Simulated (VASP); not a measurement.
# Y on the Ni site in Ni, part 3 of 4

Wanted: what Y on the Ni site costs in Ni and how the lattice relaxes round it.

VASP 6.6.1, plane waves and PAW; the level of theory is named at each step.

So far. Step 2 (Relax the host again, on a new basis): The start already met the threshold, so nothing moved. Step 3 (The perfect supercell): The host is treated as a metal, as its relaxation found a gap under 0.3 eV or none, and only the neutral defect is run.

## 4. Reference Y

This step: PBEsol; plane waves and PAW (Y_sv) (VASP 6.6.1).

System of this step: Y. Symmetry: P6_3/mmc, No. 194, hexagonal system. The conventional cell has a = 3.650 Å, b = 3.650 Å, c = 5.734 Å, α = 90.00°, β = 90.00°, γ = 120.00°. Y has 12 Y at 3.56 to 3.65 Å nearest.

The reference for Y is its crystal, relaxed at the cutoff of the large cell.

Input file INCAR:

```
SYSTEM = Y
PREC = Normal
ENCUT = 300
EDIFF = 1E-05
NELM = 120
ISMEAR = 1
SIGMA = 0.1
LREAL = Auto
ALGO = Fast
GGA = PS
NBANDS = 17
LASPH = .TRUE.
LORBIT = 11
LWAVE = .FALSE.
LCHARG = .FALSE.
KPAR = 8
IBRION = 2
NSW = 25
ISIF = 3
EDIFFG = -0.02
POTIM = 0.4
```

Input file POSCAR:

```
Y
1.0
    3.6500000000      0.0000000000      0.0000000000
   -1.8250000000      3.1609927238      0.0000000000
    0.0000000000      0.0000000000      5.7341500000
Y
2
Direct
    0.0000000000      0.0000000000      0.0000000000
    0.3333333333      0.6666666667      0.5000000000
```

Input file KPOINTS:

```
Automatic mesh
0
Gamma
8 8 5
0 0 0
```

PAW data sets: Y_sv (PBE family, release 64).

Started as:

```sh
> mpirun -np 8 vasp_std
```

The log of the run:

```text
[banner, memory and clock lines left out]
running    8 mpi-ranks, on    1 nodes
 distrk:  each k-point on    1 cores,    8 groups
 distr:  one band on    1 cores,    1 groups

 POSCAR found type information on POSCAR Y
 POSCAR found :  1 types and       2 ions
 [... a notice as in an earlier step ...]

|                                                                             |
|               ----> ADVICE to this user running VASP <----                  |
|                                                                             |
|     You have a (more or less) 'small supercell' and for smaller cells       |
|     it is recommended to use the reciprocal-space projection scheme!        |
|     The real-space optimization is not efficient for small cells and it     |
|     is also less accurate ...                                               |
|     Therefore, set LREAL=.FALSE. in the INCAR file.                         |
|                                                                             |

 [... a notice as in an earlier step ...]

 LDA part: xc-table for (Slater+PW92), standard interpolation
 POSCAR, INCAR and KPOINTS ok, starting setup
 FFT: planning ... GRIDC
 FFT: planning ... GRID_SOFT
 FFT: planning ... GRID
 WAVECAR not read
 entering main loop
       N       E                     dE             d eps       ncg     rms          rms(c)
DAV:   1     0.577439385646E+02    0.57744E+02   -0.87487E+03  1060   0.837E+02
DAV:   2    -0.924242560715E+01   -0.66986E+02   -0.66015E+02  1306   0.198E+02
DAV:   3    -0.139587304452E+02   -0.47163E+01   -0.47045E+01  1720   0.326E+01
DAV:   4    -0.140774926315E+02   -0.11876E+00   -0.11869E+00  1260   0.536E+00
DAV:   5    -0.140805787992E+02   -0.30862E-02   -0.30859E-02  1492   0.686E-01    0.332E+01
RMM:   6    -0.136811585947E+02    0.39942E+00   -0.43866E-01  1076   0.380E+00    0.207E+01
RMM:   7    -0.136096108537E+02    0.71548E-01   -0.11205E+00  1177   0.595E+00    0.179E+00
RMM:   8    -0.135897789601E+02    0.19832E-01   -0.15055E-01  1104   0.238E+00    0.797E-01
RMM:   9    -0.135916091287E+02   -0.18302E-02   -0.26939E-02  1341   0.726E-01    0.633E-01
RMM:  10    -0.135938750151E+02   -0.22659E-02   -0.99184E-03  1465   0.359E-01    0.196E+00
RMM:  11    -0.135916678666E+02    0.22071E-02   -0.28445E-03  1253   0.415E-01    0.128E-01
RMM:  12    -0.135917908730E+02   -0.12301E-03   -0.65698E-04  1404   0.144E-01    0.325E-01
RMM:  13    -0.135917692532E+02    0.21620E-04   -0.28595E-04  1267   0.728E-02    0.131E-01
RMM:  14    -0.135917684925E+02    0.76070E-06   -0.12905E-04  1139   0.569E-02    0.342E-02
RMM:  15    -0.135917723941E+02   -0.39015E-05   -0.65701E-05   971   0.340E-02
   1 F= -.13591772E+02 E0= -.13590543E+02  d E =-.135918E+02
 curvature:   0.00 expect dE= 0.000E+00 dE for cont linesearch  0.000E+00
 trial: gam= 0.00000 g(F)=  0.190E-47 g(S)=  0.555E-01 ort = 0.000E+00 (trialstep = 0.100E+01)
 search vector abs. value=  0.555E-01
 bond charge predicted
       N       E                     dE             d eps       ncg     rms          rms(c)
DAV:   1    -0.141917527490E+02   -0.59998E+00   -0.11694E+01  1587   0.216E+01    0.529E+00
RMM:   2    -0.136690991172E+02    0.52265E+00   -0.86999E-01  1105   0.654E+00    0.259E+00
RMM:   3    -0.135667771653E+02    0.10232E+00   -0.12695E+00  1176   0.628E+00    0.230E+00
RMM:   4    -0.135913365606E+02   -0.24559E-01   -0.17326E-01  1259   0.228E+00    0.516E-01
RMM:   5    -0.136071403240E+02   -0.15804E-01   -0.76454E-02  1423   0.100E+00    0.427E-01
RMM:   6    -0.136181557563E+02   -0.11015E-01   -0.27735E-02  1458   0.609E-01    0.127E-01
RMM:   7    -0.136213798322E+02   -0.32241E-02   -0.16841E-02  1472   0.374E-01    0.154E-01
RMM:   8    -0.136218330998E+02   -0.45327E-03   -0.33761E-03  1396   0.210E-01    0.699E-02
RMM:   9    -0.136219666195E+02   -0.13352E-03   -0.12055E-03  1290   0.108E-01    0.949E-02
RMM:  10    -0.136220064980E+02   -0.39879E-04   -0.37341E-04  1102   0.659E-02    0.964E-02
RMM:  11    -0.136220658913E+02   -0.59393E-04   -0.23698E-04  1099   0.507E-02    0.150E-01
RMM:  12    -0.136221438348E+02   -0.77943E-04   -0.14522E-04  1129   0.603E-02    0.244E-01
RMM:  13    -0.136221654885E+02   -0.21654E-04   -0.62242E-05   938   0.305E-02    0.277E-01
RMM:  14    -0.136221217565E+02    0.43732E-04   -0.24129E-05   791   0.326E-02    0.200E-01
RMM:  15    -0.136220998577E+02    0.21899E-04   -0.24509E-05   827   0.368E-02    0.134E-01
RMM:  16    -0.136220820714E+02    0.17786E-04   -0.24929E-05   819   0.395E-02    0.845E-02
RMM:  17    -0.136220789587E+02    0.31127E-05   -0.14502E-05   757   0.284E-02
   2 F= -.13622079E+02 E0= -.13620443E+02  d E =-.303066E-01
[...]
3 F= -.13621883E+02 E0= -.13620261E+02  d E =-.301109E-01
[...]
4 F= -.13621970E+02 E0= -.13620339E+02  d E =-.862340E-04
[...]
5 F= -.13622101E+02 E0= -.13620453E+02  d E =-.217909E-03
 curvature:  -0.20 expect dE=-0.434E-04 dE for cont linesearch -0.407E-04
 ZBRENT: increasing intervall
 opt :   6.9646  next Energy=   -13.622246 (dE=-0.362E-03)
 bond charge predicted
       N       E                     dE             d eps       ncg     rms          rms(c)
DAV:   1    -0.136240793742E+02   -0.19803E-02   -0.42920E-02  1360   0.135E+00    0.304E-01
RMM:   2    -0.136223725027E+02    0.17069E-02   -0.36621E-03  1126   0.422E-01    0.148E-01
RMM:   3    -0.136219812057E+02    0.39130E-03   -0.40923E-03  1150   0.356E-01    0.129E-01
RMM:   4    -0.136220671423E+02   -0.85937E-04   -0.70805E-04  1324   0.144E-01    0.624E-02
RMM:   5    -0.136221293028E+02   -0.62161E-04   -0.21187E-04  1140   0.570E-02    0.377E-02
RMM:   6    -0.136221892663E+02   -0.59963E-04   -0.13453E-04  1012   0.426E-02    0.176E-02
RMM:   7    -0.136221987775E+02   -0.95112E-05   -0.66079E-05   812   0.273E-02
   6 F= -.13622199E+02 E0= -.13620520E+02  d E =-.315455E-03
 curvature:  -0.71 expect dE=-0.882E-06 dE for cont linesearch -0.870E-07
 trial: gam= 0.00382 g(F)=  0.238E-48 g(S)=  0.123E-05 ort =-0.134E-05 (trialstep = 0.219E+01)
 search vector abs. value=  0.122E-05
 reached required accuracy - stopping structural energy minimisation
```

It took 12 s on 8 MPI ranks of AMD EPYC 9R45, shared host; peak memory 0.91 GiB.

From OUTCAR (step 4):

```text
  LATTYP: Found a hexagonal cell.
 ALAT       =     3.6500000000
 C/A-ratio  =     1.5710000000

 Subroutine GETGRP returns: Found 24 space group operations
 (whereof 12 operations were pure point group operations)

The static configuration has the point symmetry D_3h.
 The point group associated with its full space group is D_6h.

 Found     30 irreducible k-points:

   k-points           NKPTS =     30   k-points in BZ     NKDIM =     30   number of bands    NBANDS=     17

   dimension x,y,z NGX =    16 NGY =   16 NGZ =   24
   dimension x,y,z NGXF=    32 NGYF=   32 NGZF=   48

   ENCUT  =  300.0 eV  22.05 Ry    4.70 a.u.   5.15  5.15  8.10*2*pi/ulx,y,z

   NELECT =      22.0000    total number of electrons

 E-fermi :   3.1188

 k-point     1 :       0.0000    0.0000    0.0000
  band No.  band energies     occupation
    ...
      6     -19.0062      2.00000
      7     -19.0062      2.00000
      8     -18.9628      2.00000
      9      -1.6338      2.00000
     10       1.2011      2.00000
     11       4.2481     -0.00000
     12       4.9281     -0.00000
     13       4.9281     -0.00000
     14       5.2845      0.00000
     15       5.5841      0.00000
    ...

 k-point     2 :       0.1250    0.0000    0.0000
  band No.  band energies     occupation
    ...
      6     -19.0751      2.00000
      7     -19.0145      2.00000
      8     -18.9787      2.00000
      9      -1.2861      2.00000
     10       1.5199      2.00000
     11       3.8652     -0.00000
     12       4.2670     -0.00000
     13       5.2242      0.00000
     14       5.2556      0.00000
     15       5.6375      0.00000
    ...

  Total       -0.0035298     -0.0035298      0.0062499      0.0000000     -0.0000000      0.0000000
  in kB       -0.0908422     -0.0908422      0.1608454      0.0000000     -0.0000000      0.0000000
  external PRESSURE =      -0.0069464 kB  Pullay stress =       0.0000000 kB

  energy-cutoff  :      300.00
  volume of cell :       62.25
      direct lattice vectors                 reciprocal lattice vectors
     3.582695436  0.000000000  0.000000000     0.279119456  0.161149693 -0.000000000
    -1.791347718  3.102705262 -0.000000000     0.000000000  0.322299386 -0.000000000
     0.000000000  0.000000000  5.600440693    -0.000000000 -0.000000000  0.178557377

 POSITION                                       TOTAL-FORCE (eV/Angst)
 -----------------------------------------------------------------------------------
      3.58270      0.00000      0.00000         0.000000      0.000000      0.000000
     -0.00000      2.06847      2.80022        -0.000000     -0.000000     -0.000000
 -----------------------------------------------------------------------------------
    total drift:                                0.000000     -0.000000     -0.000000

  FREE ENERGIE OF THE ION-ELECTRON SYSTEM (eV)
  ---------------------------------------------------
  free  energy   TOTEN  =       -13.6221987775 eV

  energy  without entropy=      -13.6171609495  energy(sigma->0) =      -13.62051950

 total charge
# of ion       s       p       d       f       tot
--------------------------------------------------
    1        2.290   6.231   0.973   0.008   9.502
    2        2.290   6.231   0.973   0.008   9.502
--------------------------------------------------
tot          4.580  12.462   1.946   0.015  19.004

[... 1 part as in an earlier step ...]

[... 7 further parts left out ...]
```

The k-mesh is coarse for a metal. The run keeps the 24 symmetry operations of its start, so it cannot find a distortion of lower symmetry.

The steps of the relaxation:

```csv
step,energy less that of the first step (eV),largest force (eV/Å),pressure (GPa),volume (Å³)
1,0.0000,0.0000,-2.36,66.16
2,-0.0303,0.0000,0.14,62.49
3,-0.0301,0.0000,-0.31,62.63
4,-0.0302,0.0000,-0.20,62.57
5,-0.0303,0.0000,-0.16,62.47
6,-0.0304,0.0000,0.00,62.25
```

| conventional cell, symmetrised | before | after | change |
| --- | --- | --- | --- |
| a (Å) | 3.650 | 3.583 | -1.8 % |
| b (Å) | 3.650 | 3.583 | -1.8 % |
| c (Å) | 5.734 | 5.600 | -2.3 % |
| volume (Å³/atom) | 33.08 | 31.13 | -5.9 % |

Final coordinates:

```xyz
2
Lattice="3.5827 0.0000 0.0000 -1.7913 3.1027 0.0000 0.0000 0.0000 5.6004" Properties=species:S:1:pos:R:3 pbc="T T T"
Y     0.0000    0.0000    0.0000
Y     0.0000    2.0685    2.8002
```

Numbers from this step:

| Quantity | Value |
| --- | --- |
| electronic cycles | 58 |
| electrons | 22 |
| free energy (TOTEN) | -13.62 eV |
| energy at zero smearing | -13.62 eV |
| Fermi energy | 3.119 eV |

The run ended after 6 ionic steps, 0.030 eV below its first step, once forces and stress met EDIFFG = -0.02.

Energy at zero smearing: -13.62052 eV.

[end of part 3 of 4]

[Lines on the potential files, build, host, timing and source positions are cut from VASP's logs without a mark.]

[Logs are printed without paths, hosts, clocks, repeated set-up lines and the standing remarks that a program may print on its own settings, such as how far it seeks lower states.]

[Hosts, paths, dates, database ids (printed as entryN), source tags and the programs' standing remarks are cut or masked in the printed files.]

[In band tables of VASP the shares of atoms and orbitals are scaled to a sum of 1 inside the atoms' spheres.]

[Runs that stopped without an error message from VASP are left out.]
